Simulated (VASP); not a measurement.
Computed with PBE GGA, VASP's PBE PAW potentials (set 64) (plane waves; VASP).

The input files of a VASP run:

**KPOINTS**
```
K-points
0
G
  17 17 17
```

INCAR:
```
ALGO = Normal
CSHIFT = 0.1
EDIFF = 1E-7
ENCUT = 520
GGA = PE
ISMEAR = 0
LASPH = T
LCHARG = F
LMAXMIX = 4
LOPTICS = T
LREAL = F
LWAVE = F
NBANDS = 24
NEDOS = 1001
NELM = 100
PREC = Accurate
SIGMA = 0.01
SYSTEM = BAs
```

POSCAR:
```
BAs
4.8164350
  0.0000000000   0.5000000020   0.5000000020
  0.5000000020   0.0000000000   0.5000000020
  0.5000000020   0.5000000020   0.0000000000
B As
1 1
Cartesian
  0.0000000000   0.0000000000   0.0000000000
  0.2500000010   0.2500000010   0.2500000010
```

POTCAR, in this order: B As (PBE.64 set). Program: vasp_std.

Output of the run:

OSZICAR:
```
       N       E                     dE             d eps       ncg     rms          rms(c)
DAV:   1     0.167438117433E+02    0.16744E+02   -0.34167E+03  7920   0.297E+02
DAV:   2    -0.113285496942E+02   -0.28072E+02   -0.26969E+02 10240   0.761E+01
DAV:   3    -0.120054029844E+02   -0.67685E+00   -0.67416E+00  9920   0.941E+00
DAV:   4    -0.120063833637E+02   -0.98038E-03   -0.98036E-03  9136   0.387E-01
DAV:   5    -0.120063840238E+02   -0.66005E-06   -0.66005E-06 10120   0.106E-02    0.477E+00
DAV:   6    -0.114751761813E+02    0.53121E+00   -0.12350E+00  9232   0.225E+00    0.225E+00
DAV:   7    -0.114193104962E+02    0.55866E-01   -0.11090E-01  9744   0.864E-01    0.101E+00
DAV:   8    -0.114135790260E+02    0.57315E-02   -0.11585E-02  9280   0.378E-01    0.958E-02
DAV:   9    -0.114140019582E+02   -0.42293E-03   -0.49573E-04  9600   0.747E-02    0.450E-02
DAV:  10    -0.114140825211E+02   -0.80563E-04   -0.86639E-05  9528   0.314E-02    0.138E-02
DAV:  11    -0.114140822395E+02    0.28166E-06   -0.13371E-06  9672   0.433E-03    0.665E-03
DAV:  12    -0.114140828167E+02   -0.57721E-06   -0.10018E-06  9704   0.343E-03    0.707E-04
DAV:  13    -0.114140827898E+02    0.26928E-07   -0.22403E-08  8072   0.514E-04
   1 F= -.11414083E+02 E0= -.11414083E+02  d E =-.830222E-17
 imaginary and real dielectric function
```

**OUTCAR**
```
------------------------ aborting loop because EDIFF is reached ----------------------------------------
  FORCE on cell =-STRESS in cart. coord.  units (eV):
  Direction    XX          YY          ZZ          XY          YZ          ZX
  --------------------------------------------------------------------------------------
  Total        0.0013209      0.0013209      0.0013209     -0.0000000      0.0000000     -0.0000000
  in kB        0.0757650      0.0757650      0.0757650     -0.0000000      0.0000000     -0.0000000
  external PRESSURE =       0.0757650 kB  Pullay stress =       0.0000000 kB
  volume of cell :       27.93
      direct lattice vectors                 reciprocal lattice vectors
     0.000000000  2.408217510  2.408217510    -0.207622442  0.207622442  0.207622442
     2.408217510  0.000000000  2.408217510     0.207622442 -0.207622442  0.207622442
     2.408217510  2.408217510  0.000000000     0.207622442  0.207622442 -0.207622442
  FREE ENERGIE OF THE ION-ELECTRON SYSTEM (eV)
  ---------------------------------------------------
  free  energy   TOTEN  =       -11.4140827898 eV

  energy  without entropy=      -11.4140827898  energy(sigma->0) =      -11.41408279

 plasma frequency squared (from intraband transitions) (eV^2)
  --------------------------------------------------------------------------------------
       0.000      -0.000       0.000
      -0.000       0.000      -0.000
       0.000      -0.000       0.000

 plasma frequency squared (from interband transitions, int dw w eps(2)(w)) (eV^2)
  --------------------------------------------------------------------------------------
     381.575       0.000      -0.000      -0.000      -0.000      -0.000
      -0.000       0.000     381.575       0.000      -0.000       0.000
      -0.000       0.000      -0.000      -0.000     381.575       0.000
```
(Selected blocks of OUTCAR.)

File OUTCAR:
```
 val. band max:        5.8565757207   @ k =   0.0000   0.0000   0.0000

 cond. band min:       7.0618378319   @ k =   0.4118   0.4118   0.0000


 Fermi energy:         5.9082974883

 k-point     1 :       0.0000    0.0000    0.0000
  band No.  band energies     occupation
      1      -9.3219      2.00000
      2       5.8566      2.00000
      3       5.8566      2.00000
      4       5.8566      2.00000
      5       9.1026      0.00000
      6       9.1026      0.00000
      7       9.1026      0.00000
      8      10.2318      0.00000
      9      15.3215      0.00000
     10      18.7082      0.00000
     11      18.7082      0.00000
     12      20.1283      0.00000
     13      20.1283      0.00000
     14      20.1283      0.00000
     15      24.6138      0.00000
     16      34.7655      0.00000
     17      34.7655      0.00000
     18      34.7655      0.00000
     19      40.7191      0.00000
     20      40.7191      0.00000
     21      40.7191      0.00000
     22      42.1776      0.00000
     23      42.1776      0.00000
     24      42.7248      0.00000

 k-point     2 :       0.0588    0.0000    0.0000
  band No.  band energies     occupation
      1      -9.2662      2.00000
      2       5.2900      2.00000
      3       5.7450      2.00000
      4       5.7450      2.00000
      5       9.1973      0.00000
      6       9.2493      0.00000
      7       9.2493      0.00000
      8      10.5760      0.00000
      9      15.5518      0.00000
     10      18.1776      0.00000
     11      18.1776      0.00000
     12      19.9076      0.00000
     13      20.8582      0.00000
     14      20.8582      0.00000
     15      25.0345      0.00000
     16      34.2979      0.00000
     17      34.5485      0.00000
     18      34.5485      0.00000
     19      39.6841      0.00000
     20      39.6841      0.00000
     21      41.1328      0.00000
     22      41.6126      0.00000
     23      41.6126      0.00000
     24      42.7758      0.00000
...
```

The compound is BAs in the zinc blende structure. It was relaxed first.
